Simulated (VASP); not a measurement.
# ZnIr2O4 (Fd-3m) in VASP: further runs

The runs below take ZnIr2O4 through relaxation of cell and atoms, with LDA, PBEsol.

All numbers are computed with VASP 6.6.1; they aren't measurements. Logs are shortened: lines on timing, memory, paths and dates and some standing lists are left out, and cuts for length are marked.

**1. Starting point**

It takes space group Fd-3m (No. 227, cubic). The conventional cell has a = 8.551 Å, b = 8.551 Å, c = 8.551 Å, α = 90.00°, β = 90.00°, γ = 90.00°. Zn (site symmetry -43m) is surrounded by 4 O at 2.01 Å. Around Ir (site symmetry -3m) lie 6 O at 2.05 Å. O (site symmetry 3m) has 1 Zn at 2.01 Å and 3 Ir at 2.05 Å as nearest neighbours.

The cell comes from a database or a generator and needn't be the stable form of this composition.

**2. Relaxation of cell and atoms, LDA**

INCAR

```
SYSTEM = ZnIr2O4
PREC     = Accurate       ! precision mode
ENCUT    = 600            ! plane-wave cutoff, eV
EDIFF    = 1E-7           ! SCF threshold, eV
ISMEAR   = 0              ! smearing method
SIGMA    = 0.03           ! smearing width, eV
LREAL    = .FALSE.        ! projectors in reciprocal space
LASPH    = .TRUE.         ! aspherical terms in the spheres
NELM     = 80             ! most SCF steps
ALGO     = Normal         ! electronic algorithm
ISIF     = 3              ! what is computed and relaxed
LWAVE    = .FALSE.        ! write WAVECAR
LCHARG   = .FALSE.        ! write CHGCAR
IBRION   = 2              ! ionic algorithm
NSW      = 90             ! ionic steps
EDIFFG   = -0.005         ! ionic threshold
KPAR     = 4
```

KPOINTS

```
regular mesh
0
G
  6 6 6
  0 0 0
```

POSCAR

```
ZnIr2O4                                 
1.0
    0.0000000000      4.2756685790      4.2756685790
    4.2756685790     -0.0000000000      4.2756685790
    4.2756685790      4.2756685790     -0.0000000000
  Zn              Ir              O             
     2     4     8
Direct
     0.7500000000000000    0.7500000000000000    0.7500000000000000
     0.5000000000000000    0.5000000000000000    0.5000000000000000
     0.1250000000000000    0.1250000000000000    0.6250000000000000
     0.1250000000000000    0.6250000000000000    0.1250000000000000
     0.6250000000000000    0.1250000000000000    0.1250000000000000
     0.1250000000000000    0.1250000000000000    0.1250000000000000
     0.3645701423412744    0.3645701423412744    0.9062895729761837
     0.3645701423412744    0.9062895729761837    0.3645701423412744
     0.9062895729761837    0.3645701423412744    0.3645701423412744
     0.3645701423412744    0.3645701423412744    0.3645701423412744
     0.8854298576587254    0.8854298576587254    0.3437104270238163
     0.8854298576587254    0.3437104270238163    0.8854298576587254
     0.3437104270238163    0.8854298576587254    0.8854298576587254
     0.8854298576587254    0.8854298576587254    0.8854298576587254
```

Potentials or basis: VASP PAW LDA potentials, release 64 (Zn, Ir, O).

Command:

```sh
> cat potpaw_LDA.64/Zn/POTCAR potpaw_LDA.64/Ir/POTCAR potpaw_LDA.64/O/POTCAR > POTCAR
> mpirun -np 4 vasp_std > vasp.out
```

OUTCAR:

```text
SYSTEM = ZnIr2O4
   PREC = Accurate
   ENCUT = 600
   EDIFF = 1E-7
   ISMEAR = 0
   LREAL = .FALSE.
   LASPH = .TRUE.
   NELM = 80
   ISIF = 3
   IBRION = 2
   NSW = 90
   EDIFFG = -0.005

 ion  position               nearest neighbor table
   1  0.750  0.750  0.750-  11 2.01  12 2.01  13 2.01  14 2.01
   2  0.500  0.500  0.500-   7 2.01   8 2.01   9 2.01  10 2.01
   3  0.125  0.125  0.625-   8 2.05   9 2.05  12 2.05  13 2.05  10 2.05  14 2.05   6 3.02   4 3.02
                             5 3.02   6 3.02   4 3.02   5 3.02
   4  0.125  0.625  0.125-   7 2.05  10 2.05  11 2.05  14 2.05  13 2.05   9 2.05   6 3.02   3 3.02
                             3 3.02   5 3.02   6 3.02   5 3.02
   5  0.625  0.125  0.125-   7 2.05  10 2.05  11 2.05  14 2.05  12 2.05   8 2.05   6 3.02   3 3.02
                             4 3.02   3 3.02   4 3.02   6 3.02
   6  0.125  0.125  0.125-   8 2.05   9 2.05  12 2.05  13 2.05   7 2.05  11 2.05   3 3.02   4 3.02
                             5 3.02   3 3.02   4 3.02   5 3.02
   7  0.365  0.365  0.906-   2 2.01   4 2.05   5 2.05   6 2.05
   8  0.365  0.906  0.365-   2 2.01   3 2.05   6 2.05   5 2.05
   9  0.906  0.365  0.365-   2 2.01   3 2.05   6 2.05   4 2.05
  10  0.365  0.365  0.365-   2 2.01   4 2.05   5 2.05   3 2.05
  11  0.885  0.885  0.344-   1 2.01   4 2.05   5 2.05   6 2.05
  12  0.885  0.344  0.885-   1 2.01   3 2.05   6 2.05   5 2.05
  13  0.344  0.885  0.885-   1 2.01   3 2.05   6 2.05   4 2.05
  14  0.885  0.885  0.885-   1 2.01   4 2.05   5 2.05   3 2.05

  LATTYP: Found a face centered cubic cell.
 ALAT       =     8.5513371580

  Lattice vectors:

 A1 = (   0.0000000000,   4.2756685790,   4.2756685790)
 A2 = (   4.2756685790,   0.0000000000,   4.2756685790)
 A3 = (   4.2756685790,   4.2756685790,   0.0000000000)

Analysis of symmetry for initial positions (statically):
=====================================================================
 Subroutine PRICEL returns:
 Original cell was already a primitive cell.

 Routine SETGRP: Setting up the symmetry group for a
 face centered cubic supercell.

 Subroutine GETGRP returns: Found 48 space group operations
 (whereof 24 operations were pure point group operations)
 out of a pool of 48 trial point group operations.

The static configuration has the point symmetry T_d .
 The point group associated with its full space group is O_h .

Analysis of symmetry for dynamics (positions and initial velocities):
=====================================================================
 Subroutine PRICEL returns:
 Original cell was already a primitive cell.

 Routine SETGRP: Setting up the symmetry group for a
 face centered cubic supercell.

 Subroutine GETGRP returns: Found 48 space group operations
 (whereof 24 operations were pure point group operations)
 out of a pool of 48 trial point group operations.

The dynamic configuration has the point symmetry T_d .
 The point group associated with its full space group is O_h .

 Subroutine INISYM returns: Found 48 space group operations
 (whereof 24 operations are pure point group operations),
 and found     1 'primitive' translations

----------------------------------------------------------------------------------------

                                     Primitive cell

  volume of cell :     156.3299

  direct lattice vectors                    reciprocal lattice vectors
     0.000000000  4.275668579  4.275668579    -0.116940776  0.116940776  0.116940776
     4.275668579  0.000000000  4.275668579     0.116940776 -0.116940776  0.116940776
     4.275668579  4.275668579  0.000000000     0.116940776  0.116940776 -0.116940776

  length of vectors
     6.046708493  6.046708493  6.046708493     0.202547365  0.202547365  0.202547365

  position of ions in fractional coordinates (direct lattice)
     0.750000000  0.750000000  0.750000000
     0.500000000  0.500000000  0.500000000
     0.125000000  0.125000000  0.625000000
     0.125000000  0.625000000  0.125000000
     0.625000000  0.125000000  0.125000000
     0.125000000  0.125000000  0.125000000
[... 46 lines left out ...]
  volume/ion in A,a.u.               =      11.17        75.35
  Fermi-wavevector in a.u.,A,eV,Ry     =   1.447223  2.734854 28.496773  2.094454
  Thomas-Fermi vector in A             =   2.565202
   LORBIT       =      0    0 simple, 1 ext, 2 COOP (PROOUT), +10 PAW based schemes
   GGA     = CA    functional components
   LHFCALC =     F    Hartree Fock is set to
   AEXX    =    0.0000 exact exchange contribution
   IVDW    =     0    specifies the selected vdW correction
   LEPSILON=     F    determine dielectric tensor
   LRPA    =     F    only Hartree local field effects (RPA)
 conjugate gradient relaxation of ions
 non-spin polarized calculation
 Gauss-broadening in eV      SIGMA  =   0.03
  energy-cutoff  :      600.00
  volume of cell :      156.33
 maximum number of plane-waves:      5238
   NGX = 25   NGY = 25   NGZ = 25

 number of electron     108.0000018 magnetization

 Free energy of the ion-electron system (eV)
  ---------------------------------------------------
  ext. energy  EPLUGINS =         0.00000000
  ---------------------------------------------------
  free energy    TOTEN  =      -100.47791576 eV

  energy without entropy =     -100.47791576  energy(sigma->0) =     -100.47791576

 E-fermi :   5.8667     XC(G=0): -12.3337

 val. band max:        5.6602485625   @ k =   0.5000   0.5000   0.0000
 cond. band min:       6.3130825067   @ k =   0.0000   0.0000   0.0000
 fundamental gap:      0.6528339442
 Fermi energy:         5.8667309393

 k-point     1 :       0.0000    0.0000    0.0000
  band No.  band energies     occupation
      1     -15.2735      2.00000
      2     -14.2055      2.00000
      3     -14.2055      2.00000
      4     -14.2055      2.00000
      5     -13.7609      2.00000
      6     -13.5964      2.00000
[... 1061 lines left out ...]
     63      10.3029      0.00000
     64      10.3029      0.00000

------------------------ aborting loop because EDIFF is reached ----------------------------------------

  FORCE on cell =-STRESS in cart. coord.  units (eV):
  Direction    XX          YY          ZZ          XY          YZ          ZX
  --------------------------------------------------------------------------------------
  -------------------------------------------------------------------------------------
  Total        0.0613076      0.0613076      0.0613076      0.0000000      0.0000000      0.0000000
  in kB        0.6283232      0.6283232      0.6283232      0.0000000      0.0000000      0.0000000
  external PRESSURE =       0.6283232 kB  Pullay stress =       0.0000000 kB

 VOLUME and BASIS-vectors are now :
 -----------------------------------------------------------------------------
  energy-cutoff  :      600.00
  volume of cell :      156.33
      direct lattice vectors                 reciprocal lattice vectors
     0.000000000  4.275668579  4.275668579    -0.116940776  0.116940776  0.116940776
     4.275668579  0.000000000  4.275668579     0.116940776 -0.116940776  0.116940776
     4.275668579  4.275668579  0.000000000     0.116940776  0.116940776 -0.116940776

 POSITION                                       TOTAL-FORCE (eV/Angst)
 -----------------------------------------------------------------------------------
      6.41350      6.41350      6.41350         0.000000     -0.000000     -0.000000
      4.27567      4.27567      4.27567        -0.000000     -0.000000     -0.000000
      3.20675      3.20675      1.06892        -0.000000     -0.000000     -0.000000
      3.20675      1.06892      3.20675         0.000000     -0.000000     -0.000000
      1.06892      3.20675      3.20675         0.000000     -0.000000     -0.000000
      1.06892      1.06892      1.06892        -0.000000     -0.000000     -0.000000
      5.43377      5.43377      3.11756        -0.001584     -0.001584      0.001584
      5.43377      3.11756      5.43377        -0.001584      0.001584     -0.001584
      3.11756      5.43377      5.43377         0.001584     -0.001584     -0.001584
      3.11756      3.11756      3.11756         0.001584      0.001584      0.001584
      5.25540      5.25540      7.57161         0.001584      0.001584     -0.001584
      5.25540      7.57161      5.25540         0.001584     -0.001584      0.001584
      7.57161      5.25540      5.25540        -0.001584      0.001584      0.001584
      7.57161      7.57161      7.57161        -0.001584     -0.001584     -0.001584
 -----------------------------------------------------------------------------------
    total drift:                               -0.000000     -0.000000      0.000000

  FREE ENERGIE OF THE ION-ELECTRON SYSTEM (eV)
  ---------------------------------------------------
  free  energy   TOTEN  =      -100.4779157644 eV

  energy  without entropy=     -100.4779157644  energy(sigma->0) =     -100.47791576

 reached required accuracy - stopping structural energy minimisation
```

Run time: 58 s. Hardware: 4 MPI ranks of Intel Xeon Platinum 8488C (Sapphire Rapids), shared host; peak memory 0.36 GiB.

What came out:

```
Free energy             : -100.4779 eV
Pressure after relaxing : 0.1 GPa
Band gap on the k mesh  : 0.65 eV, indirect (least direct gap 0.70 eV)
```

Forces on the atoms (eV/Å):
```
Zn   0.000  0.000  0.000
Zn   0.000  0.000  0.000
Ir   0.000  0.000  0.000
Ir   0.000  0.000  0.000
Ir   0.000  0.000  0.000
Ir   0.000  0.000  0.000
O   -0.002 -0.002  0.002
O   -0.002  0.002 -0.002
O    0.002 -0.002 -0.002
O    0.002  0.002  0.002
O    0.002  0.002 -0.002
O    0.002 -0.002  0.002
O   -0.002  0.002  0.002
O   -0.002 -0.002 -0.002
```

Final structure:
```
Zn Ir O
1.0
     0.00000    4.27567    4.27567
     4.27567    0.00000    4.27567
     4.27567    4.27567    0.00000
Zn Ir O
2 4 8
Direct
  0.75000 0.75000 0.75000
  0.50000 0.50000 0.50000
  0.12500 0.12500 0.62500
  0.12500 0.62500 0.12500
  0.62500 0.12500 0.12500
  0.12500 0.12500 0.12500
  0.36457 0.36457 0.90629
  0.36457 0.90629 0.36457
  0.90629 0.36457 0.36457
  0.36457 0.36457 0.36457
  0.88543 0.88543 0.34371
  0.88543 0.34371 0.88543
  0.34371 0.88543 0.88543
  0.88543 0.88543 0.88543
```

Caveat: the relaxation stopped at its first step, so nothing moved; spin-orbit coupling is left out, which moves the levels of the heavy elements. A k mesh can miss the band edges.

**3. Relaxation of cell and atoms, PBEsol**

This run uses another cell than the first one, of 11.96 Å³/atom, 1.071 times its volume.

INCAR

```
SYSTEM = ZnIr2O4
PREC = Accurate ; ENCUT = 600
EDIFF = 1E-6 ; ISMEAR = 0
SIGMA = 0.03 ; LREAL = .FALSE.
LASPH = .TRUE. ; NELM = 80
ALGO = Normal ; ISIF = 3
LWAVE = .FALSE. ; LCHARG = .FALSE.
GGA = PS ; IBRION = 2
NSW = 90 ; EDIFFG = -0.01
KPAR = 4
```

KPOINTS

```
Automatic mesh
0
G
  6 6 6
  0 0 0
```

POSCAR

```
ZnIr2O4
1.0
    0.0000000000      4.3746840000      4.3746840000
    4.3746840000      0.0000000000      4.3746840000
    4.3746840000      4.3746840000      0.0000000000
Zn Ir O
2 4 8
Direct
    0.7500000000      0.7500000000      0.7500000000
    0.5000000000      0.5000000000      0.5000000000
    0.1250000000      0.1250000000      0.6250000000
    0.1250000000      0.6250000000      0.1250000000
    0.6250000000      0.1250000000      0.1250000000
    0.1250000000      0.1250000000      0.1250000000
    0.3635620000      0.3635620000      0.9093140000
    0.3635620000      0.9093140000      0.3635620000
    0.9093140000      0.3635620000      0.3635620000
    0.3635620000      0.3635620000      0.3635620000
    0.8864380000      0.8864380000      0.3406860000
    0.8864380000      0.3406860000      0.8864380000
    0.3406860000      0.8864380000      0.8864380000
    0.8864380000      0.8864380000      0.8864380000
```

Potentials or basis: VASP PAW PBE potentials, release 64 (Zn, Ir, O).

Command:

```sh
> cat potpaw_PBE.64/Zn/POTCAR potpaw_PBE.64/Ir/POTCAR potpaw_PBE.64/O/POTCAR > POTCAR
> mpirun -np 4 vasp_std > vasp.out
```

Wall time 8.6 min (4 MPI ranks of Intel Xeon Platinum 8488C (Sapphire Rapids), shared host); peak memory 0.49 GiB.

It converged, with:

| Item | Value |
| --- | --- |
| Free energy | -93.5046 eV |
| Relaxed volume | 11.47 Å³/atom |
| Relaxed cell | a = 6.102 Å, b = 6.102 Å, c = 6.102 Å, α = 60.00°, β = 60.00°, γ = 60.00° |
| Space group after relaxing (to 0.05 Å) | Fd-3m (No. 227) |
| Energy gained by relaxing | 12.7 meV/atom |
| Ionic steps | 6 |
| Pressure after relaxing | 0.0 GPa |
| Band gap on the k mesh | 0.50 eV, indirect (least direct gap 0.58 eV) |

The path:
| step | energy change (eV) | largest force (eV/Å) | pressure (GPa) | volume (Å³) |
| --- | --- | --- | --- | --- |
| 1 | 0.0000 | 0.3140 | -8.39 | 167.44 |
| 2 | 0.2760 | 1.0348 | 15.78 | 152.71 |
| 3 | -0.1699 | 0.1470 | -0.35 | 161.58 |
| 4 | -0.1699 | 0.1578 | -0.16 | 161.46 |
| 5 | -0.1762 | 0.0708 | -0.06 | 161.00 |
| 6 | -0.1777 | 0.0002 | 0.03 | 160.64 |

Final structure:
```xyz
14
Lattice="0.0000 4.3146 4.3146 4.3146 0.0000 4.3146 4.3146 4.3146 0.0000" Properties=species:S:1:pos:R:3 pbc="T T T"
Zn    6.4719    6.4719    6.4719
Zn    4.3146    4.3146    4.3146
Ir    3.2359    3.2359    1.0786
Ir    3.2359    1.0786    3.2359
Ir    1.0786    3.2359    3.2359
Ir    1.0786    1.0786    1.0786
O     5.4884    5.4884    3.1407
O     5.4884    3.1407    5.4884
O     3.1407    5.4884    5.4884
O     3.1407    3.1407    3.1407
O     5.2980    5.2980    7.6457
O     5.2980    7.6457    5.2980
O     7.6457    5.2980    5.2980
O     7.6457    7.6457    7.6457
```

Levels at points of the mesh, in eV from the valence-band top:
```
           k point  band 51  band 52  band 53  band 54  band 55  band 56  band 57  band 58
(0.00, 0.00, 0.00)    -0.14    -0.08    -0.08    -0.08     0.50     2.70     2.70     2.70
(0.50, 0.00, 0.00)    -0.43    -0.14    -0.11    -0.11     2.04     2.40     2.40     2.46
(0.50, 0.50, 0.00)    -0.15    -0.15     0.00     0.00     0.78     0.78     2.00     2.00
```

Caveat: the PAW data sets were made with another functional, which shifts forces and pressure a little; spin-orbit coupling is left out, which moves the levels of the heavy elements.

**4. Relaxation of cell and atoms, PBEsol**

This run uses another cell than the first one, of 11.47 Å³/atom, 1.028 times its volume.

INCAR

```
SYSTEM = ZnIr2O4
PREC = Accurate ; ENCUT = 600
EDIFF = 1E-7 ; ISMEAR = 0
SIGMA = 0.03 ; LREAL = .FALSE.
LASPH = .TRUE. ; NELM = 80
ALGO = Normal ; ISIF = 3
LWAVE = .FALSE. ; LCHARG = .FALSE.
GGA = PS ; IBRION = 2
NSW = 90 ; EDIFFG = -0.005
KPAR = 4
```

KPOINTS is that of step 3.

POSCAR

```
ZnIr2O4                                 
1.0
    0.0000000000      4.3145668854      4.3145668854
    4.3145668854      0.0000000000      4.3145668854
    4.3145668854      4.3145668854     -0.0000000000
  Zn              Ir              O             
     2     4     8
Direct
     0.7500000000000000    0.7500000000000000    0.7500000000000000
     0.5000000000000000    0.5000000000000000    0.5000000000000000
     0.1250000000000000    0.1250000000000000    0.6250000000000000
     0.1250000000000000    0.6250000000000000    0.1250000000000000
     0.6250000000000000    0.1250000000000000    0.1250000000000000
     0.1250000000000000    0.1250000000000000    0.1250000000000000
     0.3639631762139256    0.3639631762139256    0.9081104713582303
     0.3639631762139256    0.9081104713582303    0.3639631762139256
     0.9081104713582303    0.3639631762139256    0.3639631762139256
     0.3639631762139256    0.3639631762139256    0.3639631762139256
     0.8860368237860745    0.8860368237860745    0.3418895286417695
     0.8860368237860745    0.3418895286417695    0.8860368237860745
     0.3418895286417695    0.8860368237860745    0.8860368237860745
     0.8860368237860745    0.8860368237860745    0.8860368237860745
```

Command:

```sh
> cat potpaw_PBE.64/Zn/POTCAR potpaw_PBE.64/Ir/POTCAR potpaw_PBE.64/O/POTCAR > POTCAR
> mpirun -np 4 vasp_std > vasp.out
```

Wall time 2.2 min (4 MPI ranks of Intel Xeon Platinum 8488C (Sapphire Rapids), shared host); peak memory 0.45 GiB.

Results (log left out):

* Free energy: -93.4907 eV
* Pressure after relaxing: 0.1 GPa
* Band gap on the k mesh: 0.50 eV, indirect (least direct gap 0.58 eV)

Final structure:
```
CELL_PARAMETERS angstrom
0.00000 4.31457 4.31457
4.31457 0.00000 4.31457
4.31457 4.31457 0.00000
ATOMIC_POSITIONS crystal
Zn 0.75000 0.75000 0.75000
Zn 0.50000 0.50000 0.50000
Ir 0.12500 0.12500 0.62500
Ir 0.12500 0.62500 0.12500
Ir 0.62500 0.12500 0.12500
Ir 0.12500 0.12500 0.12500
O 0.36396 0.36396 0.90811
O 0.36396 0.90811 0.36396
O 0.90811 0.36396 0.36396
O 0.36396 0.36396 0.36396
O 0.88604 0.88604 0.34189
O 0.88604 0.34189 0.88604
O 0.34189 0.88604 0.88604
O 0.88604 0.88604 0.88604
```

Levels at points of the mesh, in eV from the valence-band top:
| k point | band 52 | band 53 | band 54 | band 55 | band 56 | band 57 |
| --- | --- | --- | --- | --- | --- | --- |
| (0.00, 0.00, 0.00) | -0.08 | -0.08 | -0.08 | 0.50 | 2.70 | 2.70 |
| (0.50, 0.00, 0.00) | -0.14 | -0.11 | -0.11 | 2.04 | 2.40 | 2.40 |
| (0.50, 0.50, 0.00) | -0.15 | 0.00 | 0.00 | 0.78 | 0.78 | 2.00 |

Caveat: the relaxation stopped at its first step, so nothing moved; the PAW data sets were made with another functional, which shifts forces and pressure a little; spin-orbit coupling is left out, which moves the levels of the heavy elements. A k mesh can miss the band edges.
